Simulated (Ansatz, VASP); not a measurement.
**PtSe2: VASP beside Ansatz**

Aim: how closely do two programs agree when they are given the same cell, functional and k mesh? The structure shown is the end of the Ansatz relaxation below.

Method: plane waves, with VASP 6.6.1 beside it; single point at PBE with D3(BJ), in Ansatz 0.2.0.

### 1. The structure

It takes space group P-3m1 (No. 164, trigonal). The conventional cell has a = 3.732 Å, b = 3.732 Å, c = 4.900 Å, α = 90.00°, β = 90.00°, γ = 120.00°. Pt has 6 Se at 2.52 Å nearest. Nearest to Se lie 3 Pt at 2.52 Å. Farther neighbours and most contacts between anions are not listed.

### 2. Ansatz: relaxation, PBE with D3(BJ)

Ansatz runs on its PAW soft_1 files.

This run makes the geometry at which the two programs are then compared.

Contents of input.yaml:

```yaml
crystal:
  lattice:
    - [3.73191786, 0.0, 0.0]
    - [-1.86595893, 3.2319356716, 0.0]
    - [0.0, 0.0, 4.856745674]
  atoms:
    - { symbol: Pt, position: [0.0, 0.0, 0.0] }
    - { symbol: Se, position: [0.3333333, 0.6666667, 0.2654721] }
    - { symbol: Se, position: [0.6666667, 0.3333333, 0.7345279] }
kpoints:
  mp_grid: { grid: [9, 9, 6] }
scf:
  occupations: { method: fermi_dirac, width: 0.02 }
hamiltonian:
  xc: pbe
  pseudopotentials: { kind: paw, azcp: { folder: soft_1 } }
  dispersion: d3bj
basis:
  ecutwfc: 600
output:
  forces: true
  stress: true
relax:
  f_tol: 0.005
  max_steps: 70
  cell: { stress_tol: 0.02, p_target: 0, fix: [a, b, alpha, beta, gamma] }
```

On the command line:

```console
ansatz run input.yaml --threads 8 --pin off --max-ram 18432MiB --backend cpu --events-out ev --progress --plain --runs-dir out
```

Numbers of over 12 decimals in the logs are rounded to 6 here.

Log:

```text
Engine: ansatz 0.2.0, aarch64-unknown-linux-gnu
Pseudopotentials: kind: paw
Pseudopotential: Pt, paw, valence charge 18, recommended cutoff 420 eV (normal), soft_1/Pt.paw.azcp
Pseudopotential: Se, paw, valence charge 16, recommended cutoff 420 eV (normal), soft_1/Se.paw.azcp
Functional definition: PBE
  parameter kappa = 0.804
  parameter beta = 0.066725
  exchange = pbe_x(kappa = kappa, mu = beta*pi^2/3)
  correlation = pbe_c(beta = beta)
Crystal: 3 atoms, lattice volume = 58.579 Å³
Basis set: ecut = 600 eV, 1969 PW (Γ), exchange–correlation on 60×60×80 points (8 copies of the dense FFT grid, shifted against one another)
Bands: 30, of which v1, the nominal top of the filled ones, is band 25 counted from 1 (24 counted from 0)
Symmetry: 12 space group operations
Space group: P-3m1 (ITA 164), of the structure as read, at distance tolerance 3.9e-5 Å
k-points: 62 of 486
Non-local potential: Pt, projectors of the file, l = 0: 3, l = 1: 2, l = 2: 2, l = 3: 1
Non-local potential: Se, projectors of the file, l = 0: 2, l = 1: 2, l = 2: 3, l = 3: 1
PAW form: soft (Blöchl's): semilocal exchange-correlation on the pseudo side does not see the compensation charge
PAW one-centre angular grid: Pt, 590 points (default); XC on 64 Gauss nodes
PAW one-centre angular grid: Se, 590 points (default); XC on 64 Gauss nodes
Initial density: superposition of atomic densities (chi_scale 0.1, normalization cell, long waves kept (reshape's long-wave potential 0.01 eV rms))
Initial wavefunctions: pseudopotential atomic-orbital guess
Functional: x = pbe(κ = 0.804, μ = 0.219515), c = pbe(β = 0.066725)
SCF iter   1: F=—  HF=-23465.582920 eV  |F-HF|=—  |Δ(HF+E_count)|=         —  Δρ=4.92e-2  dr2=6.96e-1  ethr=3.10e-3  ⟨swp⟩=5.6  Hψ=7122  notcnv=0
preconditioner: auto → Resta (q_TF=auto, 2.657 Å⁻¹)  ε∞=6.0  [insulator: Δε(μ)=0.061 eV  Ē_g=10.162 eV  σ=0.020 eV  W_gap=0.64  n_scr=22 (ndim 8)  ℏωp=22.8 eV  f_vac=0.007  D(μ)=0.69/eV (n_scr^D=2)  ε∞_Penn≈6.0]
SCF iter   2: F=—  HF=-23465.474093 eV  |F-HF|=—  |Δ(HF+E_count)|=   1.09e-1  Δρ=2.64e-2  dr2=1.98e-1  ethr=1.39e-3  ⟨swp⟩=2.0  Hψ=2613  notcnv=0  defer=44
SCF iter   3: F=—  HF=-23465.439486 eV  |F-HF|=—  |Δ(HF+E_count)|=   3.46e-2  Δρ=2.76e-3  dr2=4.45e-3  ethr=3.95e-4  ⟨swp⟩=2.0  Hψ=2629  notcnv=0  defer=44
SCF iter   4: F=—  HF=-23465.440585 eV  |F-HF|=—  |Δ(HF+E_count)|=   1.10e-3  Δρ=7.84e-4  dr2=4.41e-4  ethr=8.90e-6  ⟨swp⟩=2.0  Hψ=3385  notcnv=0  defer=44
SCF iter   5: F=—  HF=-23465.440464 eV  |F-HF|=—  |Δ(HF+E_count)|=   1.21e-4  Δρ=3.86e-4  dr2=9.55e-5  ethr=8.82e-7  ⟨swp⟩=2.0  Hψ=3124  notcnv=0  defer=44
SCF iter   6: F=—  HF=-23465.440568 eV  |F-HF|=—  |Δ(HF+E_count)|=   1.04e-4  Δρ=1.19e-4  dr2=8.65e-6  ethr=1.91e-7  ⟨swp⟩=2.0  Hψ=3095  notcnv=0  defer=44
SCF iter   7: F=—  HF=-23465.440570 eV  |F-HF|=—  |Δ(HF+E_count)|=   1.44e-6  Δρ=2.34e-5  dr2=2.93e-7  ethr=1.73e-8  ⟨swp⟩=2.0  Hψ=2499  notcnv=0  defer=44
SCF iter   8: F=-23465.440570 eV  HF=-23465.440570 eV  |F-HF|=1.78e-8  |Δ(HF+E_count)|=   4.69e-7  Δρ=5.03e-6  dr2=1.52e-8  ethr=2.00e-10  ⟨swp⟩=4.5  Hψ=5930  notcnv=0
SCF 1 converged in 8 iterations: F = -23465.440570 eV  dr2 = 1.52e-8
  greatest PAW one-centre occupation: 1.000 electrons in one spin orbital (limit 2), on the Pt atom at site 0 (counted from 0), in its partial waves of l = 0
relax step   1: F+E_penalty+E_count = -23465.44057013 eV  Δ(F+E_penalty+E_count) = +0.000e0 eV  max|allowed force component| = 1.282e-1 eV/Å  Δτ_max = 0.0000 Å  P = +2.359 GPa  Ω = 58.579 Å³  fix = [a, b, alpha, beta, gamma]  reactions: a +2.948, b +2.948 GPa  (8 SCF iters, dr2 threshold 1.00e-7 eV, accepted)
[...]
relax step   2: F+E_penalty+E_count = -23465.44151176 eV  Δ(F+E_penalty+E_count) = -9.416e-4 eV  max|allowed force component| = 1.178e-1 eV/Å  Δτ_max = 0.0123 Å  P = +0.848 GPa  Ω = 59.018 Å³  energy of the carried Pulay correction = -1.528e-5 eV  fix = [a, b, alpha, beta, gamma]  reactions: a +1.549, b +1.549 GPa  (5 SCF iters, dr2 threshold 3.00e-7 eV, accepted)
[...]
relax step   3: F+E_penalty+E_count = -23465.44264082 eV  Δ(F+E_penalty+E_count) = -1.129e-3 eV  max|allowed force component| = 5.276e-4 eV/Å  Δτ_max = 0.0108 Å  P = +1.321 GPa  Ω = 59.101 Å³  energy of the carried Pulay correction = -1.816e-5 eV  fix = [a, b, alpha, beta, gamma]  reactions: a +1.987, b +1.987 GPa  (5 SCF iters, dr2 threshold 3.00e-7 eV, accepted)
[...]
relax step   4: F+E_penalty+E_count = -23465.44265751 eV  Δ(F+E_penalty+E_count) = -1.669e-5 eV  max|allowed force component| = 4.951e-4 eV/Å  Δτ_max = 0.0000 Å  P = +1.321 GPa  Ω = 59.101 Å³  fix = [a, b, alpha, beta, gamma]  reactions: a +1.987, b +1.987 GPa  stress off target by 1.14e-2 GPa on what of the cell is left free  SCF on the basis re-selected at this cell (its energy is not comparable with the rows above)  (5 SCF iters)
basis re-selected at this cell: Δ(F+E_penalty+E_count) = -1.669e-5 eV, ΔP = -0.000 GPa vs the last step (what re-selecting the basis moved, of the pressure what is left beyond the Pulay correction that the steps carried, after the strain that the cell walked since its last selection, with what the two solves' SCF thresholds leave and, on support functions, any second-order correction that the steps lacked; it is no m [...]
SCF converged after 5 iterations
Free energy (F): -23465.442658 eV
Harris-Foulkes:  -23465.442658 eV  (|F-HF|=1.02e-10)
Internal energy: -23465.441785 eV  (E = F + TS)
E sigma→0 (E₀):  -23465.442221 eV
Entropy (-TS):   -0.000873 eV (-0.291 meV/atom)
Fermi energy:    13.453899 eV
--- Per-component energies (eV) ---
  E_band       = -949.512478
  E_kinetic    = 818.613390
  E_local      = -6890.689250  (includes V_loc(G=0)·N_el)
  E_nonlocal   = -503.920265
  E_hartree    = 3387.692254
  E_xc         = -403.366968
  E_vxc        = -453.368494  (∫ρ·V_xc dr)
  E_paw        = -13744.751727  (= ΣΔE_a)
  E_vpaw       = -695.532686  (= ΣTr[D̂ρ^β])
  E_aug_tail   = 0.000250  (compensation charges beyond the density's cutoff)
  E_ewald      = -6127.541785
  E_disp       = -1.477684  (pairwise vdW)
  E_smearing   = -0.000873  (= −TS)
  E_closure    = -0.000000  (closes the sum)
  Σ components = -23465.442658   (vs F -23465.442658, Δ=0.00e0)
--- Forces (eV/Å), atoms counted from 1 ---
  atom   1  Pt     0.00000000     0.00000000     0.00000000
  atom   2  Se     0.00000000    -0.00000000     0.00049505
  atom   3  Se     0.00000000     0.00000000    -0.00049505
  max |Σ_I F_I| component: 1.16e-18 eV/Å
--- Stress (GPa, compression-positive) ---
        1.986796       0.000000      -0.000000
        0.000000       1.986796      -0.000000
       -0.000000      -0.000000      -0.011421
  P = ⅓ Tr σ = 1.3207 GPa (13.207 kbar)
--- Relaxed structure (3 steps of the walk, 3 accepted, 1 SCFs on fresh bases) ---
  F+E_penalty+E_count = -23465.44265751 eV   max|allowed force component| = 4.951e-4 eV/Å   (the final SCF, on the basis selected at the relaxed cell)
  cell:  # Å, volume = 59.1014 Å³
    - [3.731918, 0, 0]
    - [-1.865959, 3.231936, 0]
    - [0, 0, 4.900079]
  atoms:
    - { symbol: Pt, position: [0, 0, -2.381187723106358e-19] }
    - { symbol: Se, position: [0.333333, 0.666667, 0.265780] }
    - { symbol: Se, position: [0.666667, 0.333333, 0.734220] }
```

### 3. VASP: single point, PBE with D3(BJ), pair 1

The same cell, functional, mesh and smearing now go to VASP, with its own data sets.

Lines of VASP's logs that name or quote its potential files are left out, and so is its time.

Contents of INCAR:

```
SYSTEM = PtSe2
PREC = Accurate
ENCUT = 500
EDIFF = 1E-06
NELM = 120
ISMEAR = -1
SIGMA = 0.02
LREAL = .FALSE.
ALGO = Normal
GGA = PE
IVDW = 12
NBANDS = 17
LASPH = .TRUE.
LORBIT = 11
LWAVE = .FALSE.
LCHARG = .FALSE.
ISIF = 2
GGA_COMPAT = .FALSE.
KPAR = 2
```

Contents of POSCAR:

```
PtSe2
1.0
    3.7319178600      0.0000000000      0.0000000000
   -1.8659589300      3.2319356716      0.0000000000
    0.0000000000      0.0000000000      4.9000786033
Pt Se
1 2
Direct
    0.0000000000      0.0000000000      0.0000000000
    0.3333333333      0.6666666667      0.2657801829
    0.6666666667      0.3333333333      0.7342198171
```

Contents of KPOINTS:

```
Automatic mesh
0
Gamma
9 9 6
0 0 0
```

PAW data sets: Pt and Se (PBE family, release 64).

On the command line:

```console
mpirun -np 2 vasp_std
```

Log:

```text
[banner, memory and clock lines left out]
running    2 mpi-ranks, on    1 nodes
 distrk:  each k-point on    1 cores,    2 groups
 distr:  one band on    1 cores,    1 groups

 POSCAR found type information on POSCAR PtSe
 POSCAR found :  2 types and       3 ions
 LDA part: xc-table for (Slater+PW92), standard interpolation
 POSCAR, INCAR and KPOINTS ok, starting setup
 FFT: planning ... GRIDC
 FFT: planning ... GRID_SOFT
 FFT: planning ... GRID
 WAVECAR not read
 entering main loop
       N       E                     dE             d eps       ncg     rms          rms(c)
DAV:   1     0.108303279151E+03    0.10830E+03   -0.99835E+03  2148   0.111E+03
DAV:   2    -0.103200776719E+02   -0.11862E+03   -0.11560E+03  2610   0.218E+02
DAV:   3    -0.148862113353E+02   -0.45661E+01   -0.45255E+01  2666   0.432E+01
DAV:   4    -0.149175626385E+02   -0.31351E-01   -0.31338E-01  2589   0.389E+00
DAV:   5    -0.149178843804E+02   -0.32174E-03   -0.32173E-03  2699   0.382E-01    0.124E+01
DAV:   6    -0.143972490974E+02    0.52064E+00   -0.43432E+00  2150   0.192E+01    0.781E+00
DAV:   7    -0.141979162645E+02    0.19933E+00   -0.82671E-01  2162   0.918E+00    0.387E+00
DAV:   8    -0.141835136879E+02    0.14403E-01   -0.52606E-02  2345   0.165E+00    0.821E-01
DAV:   9    -0.141811263916E+02    0.23873E-02   -0.75688E-03  2405   0.862E-01    0.176E-01
DAV:  10    -0.141812765696E+02   -0.15018E-03   -0.12750E-03  2563   0.230E-01    0.408E-02
DAV:  11    -0.141812783665E+02   -0.17969E-05   -0.47239E-05  2575   0.519E-02    0.286E-02
DAV:  12    -0.141812806101E+02   -0.22436E-05   -0.74170E-06  2270   0.188E-02    0.505E-03
DAV:  13    -0.141812809674E+02   -0.35730E-06   -0.86278E-07  2029   0.625E-03
   1 F= -.15658603E+02 E0= -.15658147E+02  d E =-.911899E-03
```

From OUTCAR (step 3):

```text
ion  position               nearest neighbor table
   1  0.000  0.000  0.000-   2 2.52   3 2.52   3 2.52   2 2.52   3 2.52   2 2.52
   2  0.333  0.667  0.266-   1 2.52   1 2.52   1 2.52
   3  0.667  0.333  0.734-   1 2.52   1 2.52   1 2.52

  LATTYP: Found a hexagonal cell.
 ALAT       =     3.7319178600
 C/A-ratio  =     1.3130188785

 Subroutine GETGRP returns: Found 12 space group operations
 (whereof 12 operations were pure point group operations)

The static configuration has the point symmetry D_3d.

 Found     62 irreducible k-points:

   k-points           NKPTS =     62   k-points in BZ     NKDIM =     62   number of bands    NBANDS=     17

   dimension x,y,z NGX =    28 NGY =   28 NGZ =   36
   dimension x,y,z NGXF=    56 NGYF=   56 NGZF=   72

   ENCUT  =  500.0 eV  36.75 Ry    6.06 a.u.   6.80  6.80  8.93*2*pi/ulx,y,z

   NELECT =      22.0000    total number of electrons

 k-points in reciprocal lattice and weights: Automatic mesh
   0.00000000  0.00000000  0.00000000       0.002
   0.11111111 -0.00000000  0.00000000       0.012
   0.22222222  0.00000000  0.00000000       0.012
   0.33333333 -0.00000000  0.00000000       0.012
   0.44444444  0.00000000  0.00000000       0.012
   0.11111111  0.11111111  0.00000000       0.012
   0.22222222  0.11111111  0.00000000       0.025
   0.33333333  0.11111111  0.00000000       0.025
   0.44444444  0.11111111  0.00000000       0.012
[...]
0.33333333  0.22222222  0.50000000       0.025
   0.33333333  0.33333333  0.50000000       0.004

 average (electrostatic) potential at core
       1 -68.2775       2 -52.4874       3 -52.4874

 E-fermi :   6.8157

 k-point     1 :       0.0000    0.0000    0.0000
  band No.  band energies     occupation
    ...
      6       2.9431      2.00000
      7       2.9431      2.00000
      8       4.2140      2.00000
      9       5.8345      2.00000
     10       5.8345      2.00000
     11       7.5335      0.00000
     12       7.9289      0.00000
     13       7.9289      0.00000
     14      10.2459      0.00000
     15      11.0158      0.00000
    ...

 k-point     2 :       0.1111   -0.0000    0.0000
  band No.  band energies     occupation
    ...
      7       2.8521      2.00000
      8       3.9522      2.00000
      9       5.3015      2.00000
     10       5.6321      2.00000
     11       6.6807      1.99766
     12       8.0848      0.00000
     13       8.3618      0.00000
     14      11.0666      0.00000
     15      11.7816      0.00000
     16      13.7201      0.00000
    ...

 k-point     3 :       0.2222    0.0000    0.0000
  band No.  band energies     occupation
    ...
      7       2.6892      2.00000
      8       3.4352      2.00000
      9       4.7448      2.00000
     10       5.0917      2.00000
     11       5.6401      2.00000
     12       8.4473      0.00000
     13       8.4922      0.00000
     14      11.8360      0.00000
     15      12.7866      0.00000
     16      14.2663      0.00000
    ...

 Edisp (eV)   -1.47732

  Total       0.73589     0.73589    -0.00430     0.00000     0.00000     0.00000
  in kB      19.94908    19.94908    -0.11666     0.00000     0.00000     0.00000
  external pressure =       13.26 kB  Pullay stress =        0.00 kB

  energy-cutoff  :      500.00
  volume of cell :       59.10
      direct lattice vectors                 reciprocal lattice vectors
     3.731917860  0.000000000  0.000000000     0.267958738  0.154706050  0.000000000
    -1.865958930  3.231935672  0.000000000     0.000000000  0.309412099  0.000000000
     0.000000000  0.000000000  4.900078603     0.000000000  0.000000000  0.204078359

 POSITION                                       TOTAL-FORCE (eV/Angst)
 -----------------------------------------------------------------------------------
      0.00000      0.00000      0.00000         0.000000      0.000000      0.000000
     -0.00000      2.15462      1.30234        -0.000000      0.000000      0.008378
      1.86596      1.07731      3.59773         0.000000     -0.000000     -0.008378
 -----------------------------------------------------------------------------------
    total drift:                                0.000000      0.000000      0.000000

  FREE ENERGIE OF THE ION-ELECTRON SYSTEM (eV)
  ---------------------------------------------------
  free  energy   TOTEN  =       -15.6586031999 eV

  energy  without entropy=      -15.6576913014  energy(sigma->0) =      -15.65814725

 total charge
# of ion       s       p       d       tot
------------------------------------------
    1        0.678   0.686   8.031   9.396
    2        1.488   2.226   0.071   3.784
    3        1.488   2.226   0.071   3.784
--------------------------------------------------
tot          3.655   5.137   8.173  16.965

[... 3 further parts left out ...]
```

The run ends at a pressure of 1.33 GPa, with forces up to 0.0084 eV/Å.

### 4. Differences

Known differences besides the potentials themselves: the data sets hold 50 valence electrons in Ansatz (on its PAW soft_1 files) and 22 in VASP; the cutoff is 600 eV in Ansatz and 500 eV in VASP; Ansatz's pressure holds a Pulay correction, VASP's none. Total energies have different zeros and are not compared.

The two programs side by side:

| quantity | Ansatz | VASP | difference |
| --- | --- | --- | --- |
| pressure (GPa) | 1.32 | 1.33 | -0.01 |

At this near-relaxed geometry the largest component of a force difference is 8 meV/Å.

### 5. Ansatz: relaxation, PBE with D3(BJ)

This run makes the geometry at which the two programs are then compared. The cell compared in this pair holds 58.55 Å³, against 59.10 Å³ for the pair before.

The structure compared here is the end of the Ansatz relaxation.

Changes to input.yaml since step 2:

```diff
@@ -2,5 +2,5 @@
   lattice:
-    - [3.73191786, 0.0, 0.0]
-    - [-1.86595893, 3.2319356716, 0.0]
-    - [0.0, 0.0, 4.856745674]
+    - [3.65652558, 0.0, 0.0]
+    - [-1.82826279, 3.1666440419, 0.0]
+    - [0.0, 0.0, 4.914679022]
   atoms:
@@ -22,2 +22,6 @@
   stress: true
+  write_density: true
+  write_potential: true
+  elf: true
+  volumetric_format: npy
 relax:
```

On the command line:

```console
ansatz run input.yaml --threads 8 --pin off --max-ram 18432MiB --backend cpu --events-out ev --progress --plain --runs-dir out
```

Log:

```text
[...]
Crystal: 3 atoms, lattice volume = 56.907 Å³
Basis set: ecut = 600 eV, 1921 PW (Γ), exchange–correlation on 60×60×80 points (8 copies of the dense FFT grid, shifted against one another)
Bands: 30, of which v1, the nominal top of the filled ones, is band 25 counted from 1 (24 counted from 0)
Symmetry: 12 space group operations
[...]
k-points: 62 of 486
[...]
--- Relaxed structure (4 steps of the walk, 4 accepted, 1 SCFs on fresh bases) ---
[...]
cell:  # Å, volume = 58.5535 Å³
    - [3.656526, 0, 0]
    - [-1.828263, 3.166644, 0]
    - [0, 0, 5.056906]
  atoms:
    - { symbol: Pt, position: [0, 0, 4.706237425235748e-19] }
    - { symbol: Se, position: [0.333333, 0.666667, 0.266078] }
    - { symbol: Se, position: [0.666667, 0.333333, 0.733922] }
[key lines of the parts left out:]
SCF converged after 6 iterations
Free energy (F): -23465.382660 eV
Fermi energy:    13.686841 eV
P = ⅓ Tr σ = 3.9958 GPa (39.958 kbar)
```

### 6. VASP: single point, PBE with D3(BJ), pair 2

The same cell, functional, mesh and smearing now go to VASP, with its own data sets.

INCAR is that of step 3.

Contents of POSCAR:

```
PtSe2
1.0
    3.6565255800      0.0000000000      0.0000000000
   -1.8282627900      3.1666440419      0.0000000000
    0.0000000000      0.0000000000      5.0569059418
Pt Se
1 2
Direct
    0.0000000000      0.0000000000      0.0000000000
    0.3333333333      0.6666666667      0.2660781021
    0.6666666667      0.3333333333      0.7339218979
```

KPOINTS is that of step 3.

On the command line:

```console
mpirun -np 2 vasp_std
```

Log:

```text
[... set-up lines as in an earlier step ...]
 entering main loop
       N       E                     dE             d eps       ncg     rms          rms(c)
DAV:   1     0.108891354119E+03    0.10889E+03   -0.10101E+04  2132   0.111E+03
DAV:   2    -0.101227059868E+02   -0.11901E+03   -0.11573E+03  2684   0.216E+02
DAV:   3    -0.148212020307E+02   -0.46985E+01   -0.46736E+01  2575   0.441E+01
DAV:   4    -0.148541054345E+02   -0.32903E-01   -0.32893E-01  2651   0.404E+00
[...]
DAV:  11    -0.141083058935E+02   -0.73278E-06   -0.63740E-05  2416   0.525E-02    0.326E-02
DAV:  12    -0.141083098780E+02   -0.39845E-05   -0.82334E-06  2343   0.194E-02    0.751E-03
DAV:  13    -0.141083102940E+02   -0.41597E-06   -0.87668E-07  2008   0.637E-03
   1 F= -.15598509E+02 E0= -.15598144E+02  d E =-.729605E-03
```

OUTCAR, selected parts (step 6):

```text
 Edisp (eV)   -1.49020

  Total       2.19677     2.19677     0.00456     0.00000     0.00000    -0.00000
  in kB      60.10942    60.10942     0.12486     0.00000     0.00000    -0.00000
  external pressure =       40.11 kB  Pullay stress =        0.00 kB

 POSITION                                       TOTAL-FORCE (eV/Angst)
 -----------------------------------------------------------------------------------
      0.00000      0.00000      0.00000         0.000000      0.000000      0.000000
     -0.00000      2.11110      1.34553        -0.000000      0.000000      0.007777
      1.82826      1.05555      3.71137         0.000000     -0.000000     -0.007777
 -----------------------------------------------------------------------------------
    total drift:                                0.000000     -0.000000      0.000000

  FREE ENERGIE OF THE ION-ELECTRON SYSTEM (eV)
  ---------------------------------------------------
  free  energy   TOTEN  =       -15.5985085203 eV

  energy  without entropy=      -15.5977789156  energy(sigma->0) =      -15.59814372

[... 1 part as in an earlier step ...]

[... 2 further parts left out ...]
[key lines of the parts left out:]
E-fermi :   6.9877
```

The run ends at a pressure of 4.01 GPa, with forces up to 0.0078 eV/Å.

(Continued in part 2 of 2.)

[Lines on the potential files, build, host, timing and source positions are cut from VASP's logs without a mark.]

[Logs are printed without paths, hosts, clocks, repeated set-up lines and the standing remarks that a program may print on its own settings, such as how far it seeks lower states.]

[Hosts, paths, dates, database ids (printed as entryN), source tags and the programs' standing remarks are cut or masked in the printed files.]
